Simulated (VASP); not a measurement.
These are LDA (Ceperley-Alder, Perdew-Zunger), VASP's LDA PAW potentials (set 64) (plane waves; VASP) values and carry that method's errors.

The input files of a VASP run:

POSCAR:
```
AgCl
1
   -0.0000000000     2.6746737228     2.6746737228
    2.6746737228     0.0000000000     2.6746737228
    2.6746737228     2.6746737228     0.0000000000
Ag Cl
1 1
Direct
  1.0000000000   1.0000000000   1.0000000000
  0.5000000000   0.5000000000   0.5000000000
```

**KPOINTS**
```
k-points along high-symmetry lines
15
Line-mode
Reciprocal
  0.000000   0.000000   0.000000 ! GAMMA
  0.500000   0.000000   0.500000 ! X

  0.500000   0.000000   0.500000 ! X
  0.625000   0.250000   0.625000 ! U

  0.375000   0.375000   0.750000 ! K
  0.000000   0.000000   0.000000 ! GAMMA

  0.000000   0.000000   0.000000 ! GAMMA
  0.500000   0.500000   0.500000 ! L

  0.500000   0.500000   0.500000 ! L
  0.500000   0.250000   0.750000 ! W

  0.500000   0.250000   0.750000 ! W
  0.500000   0.000000   0.500000 ! X
```

### INCAR
```
# general
SYSTEM =AgCl
PREC   =Accurate
ENCUT  =400
LREAL  =.FALSE.
LASPH  =.TRUE.
ICHARG =11

# electronic loop
EDIFF  =1E-7
NELM   =100
ALGO   =Normal
LMAXMIX=4

# smearing
ISMEAR =0
SIGMA  =0.05

# output
LWAVE  =.FALSE.
LCHARG =.FALSE.
LORBIT =11
```

POTCAR, in this order: Ag Cl (LDA.64 set). Program: vasp_std. Read from the step before: CHGCAR.

What VASP printed:

### OUTCAR
```
 ion  position               nearest neighbor table
   1  0.000  0.000  0.000-   2 2.67   2 2.67   2 2.67   2 2.67   2 2.67   2 2.67
   2  0.500  0.500  0.500-   1 2.67   1 2.67   1 2.67   1 2.67   1 2.67   1 2.67
  LATTYP: Found a face centered cubic cell.
 ALAT       =     5.3493474456
 Subroutine PRICEL returns:
 Original cell was already a primitive cell.
 Subroutine GETGRP returns: Found 48 space group operations
The static configuration has the point symmetry O_h .
The dynamic configuration has the point symmetry O_h .
 Subroutine INISYM returns: Found 48 space group operations
   k-points           NKPTS =     90   k-points in BZ     NKDIM =     90   number of bands    NBANDS=     13
   number of dos      NEDOS =    301   number of ions     NIONS =      2
   total plane-waves  NPLWV =  21952
   dimension x,y,z NGX =    28 NGY =   28 NGZ =   28
   dimension x,y,z NGXF=    56 NGYF=   56 NGZF=   56
   ions per type =               1   1
   PREC   = accura    normal or accurate (medium, high low for compatibility)
   ISTART =      0    job   : 0-new  1-cont  2-samecut
   ICHARG =     11    charge: 1-file 2-atom 10-const
   ISPIN  =      1    spin polarized calculation?
   LNONCOLLINEAR =      F non collinear calculations
   LSORBIT =      F    spin-orbit coupling
   INIWAV =      1    electr: 0-lowe 1-rand  2-diag
   ENCUT  =  400.0 eV  29.40 Ry    5.42 a.u.   6.17  6.17  6.17*2*pi/ulx,y,z
...
```

File OSZICAR:
```
       N       E                     dE             d eps       ncg     rms          rms(c)
DAV:   1     0.836855625736E+02    0.83686E+02   -0.77595E+03  2468   0.101E+03
DAV:   2    -0.408513958801E+01   -0.87771E+02   -0.82530E+02  2880   0.232E+02
DAV:   3    -0.692925253884E+01   -0.28441E+01   -0.28378E+01  2680   0.447E+01
DAV:   4    -0.694921429882E+01   -0.19962E-01   -0.19960E-01  2800   0.420E+00
DAV:   5    -0.694947261228E+01   -0.25831E-03   -0.25831E-03  2690   0.465E-01
DAV:   6    -0.694947706435E+01   -0.44521E-05   -0.44521E-05  2850   0.612E-02
DAV:   7    -0.694947715009E+01   -0.85744E-07   -0.85735E-07  2715   0.850E-03
   1 F= -.69494772E+01 E0= -.69494772E+01  d E =-.166242E-11
```

OUTCAR:
```
 val. band max:        5.0564518285   @ k =   0.5000   0.5000   0.5000

 cond. band min:       5.7111197421   @ k =   0.0000   0.0000   0.0000



 k-point     1 :       0.0000    0.0000    0.0000
  band No.  band energies     occupation
      1     -10.7769      2.00000
      2       2.0332      2.00000
      3       2.0332      2.00000
      4       2.0332      2.00000
      5       2.0804      2.00000
      6       2.0804      2.00000
      7       2.2879      2.00000
      8       2.2879      2.00000
      9       2.2879      2.00000
     10       5.7111      0.00000
     11      15.7646      0.00000
     12      15.7646      0.00000
     13      15.7646      0.00000

 k-point     2 :       0.0357    0.0000    0.0357
  band No.  band energies     occupation
      1     -10.7675      2.00000
      2       1.7502      2.00000
      3       1.9597      2.00000
      4       1.9597      2.00000
      5       2.0275      2.00000
      6       2.0835      2.00000
      7       2.3637      2.00000
      8       2.3637      2.00000
      9       2.5640      2.00000
     10       5.8181      0.00000
     11      15.5499      0.00000
     12      15.6987      0.00000
     13      15.6987      0.00000

 k-point     3 :       0.0714    0.0000    0.0714
  band No.  band energies     occupation
      1     -10.7400      2.00000
      2       1.3173      2.00000
      3       1.8320      2.00000
      4       1.8320      2.00000
      5       2.0104      2.00000
      6       2.0927      2.00000
      7       2.4971      2.00000
      8       2.4971      2.00000
      9       2.8462      2.00000
     10       6.1243      0.00000
     11      15.1537      0.00000
     12      15.5368      0.00000
     13      15.5368      0.00000

 k-point     4 :       0.1071    0.0000    0.1071
  band No.  band energies     occupation
      1     -10.6961      2.00000
      2       0.8933      2.00000
      3       1.7050      2.00000
      4       1.7050      2.00000
...
```

The density is held fixed in this step, so its total energy and stress have no physical meaning.

The structure comes from a computed database's AgCl entry (Fm-3m); how it stands against other phases isn't given here. It was relaxed first, which changed the volume by -10 %.
